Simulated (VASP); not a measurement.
YSc, 2 atoms in the cell. The typed cell holds 2 atoms: a = 3.513 Å, b = 3.503 Å, c = 5.428 Å, α = 90.12°, β = 90.16°, γ = 120.27°. The cell comes from a database or a generator and needn't be the stable form of this composition. The cell isn't the ideal one: all atoms moved at random (sigma 0.1 Å), cell strained at random (1 %).

* Program: VASP 6.6.1
* Task: single point
* Functional: PBEsol
* Potentials or basis: VASP PAW PBE potentials, release 64 (Y_sv, Sc_sv)
* Cutoff: 520 eV
* k mesh: 10 × 10 × 6
* Occupations: gaussian, width 0.1 eV
* Spin: no spin polarisation
* Dipole correction: no
* Further INCAR settings: ALGO = Fast; EDIFF = 1e-07; NBANDS = 18

Potentials or basis: VASP PAW PBE potentials, release 64 (Y_sv, Sc_sv).

The run is started by

```bash
$ cat potpaw_PBE.64/Y_sv/POTCAR potpaw_PBE.64/Sc_sv/POTCAR > POTCAR
$ mpirun -np 1 vasp_std > vasp.out
```

Hardware: 1 thread of Intel(R) Xeon(R) 6975P-C (Granite Rapids), with other jobs on the host.

Problem. How long does it take, and how much memory?

Solution. Wall time 6.3 min on 1 thread of Intel(R) Xeon(R) 6975P-C (Granite Rapids), on a shared host, peak memory 0.51 GiB. Counts: scf iterations 36, k points 304.
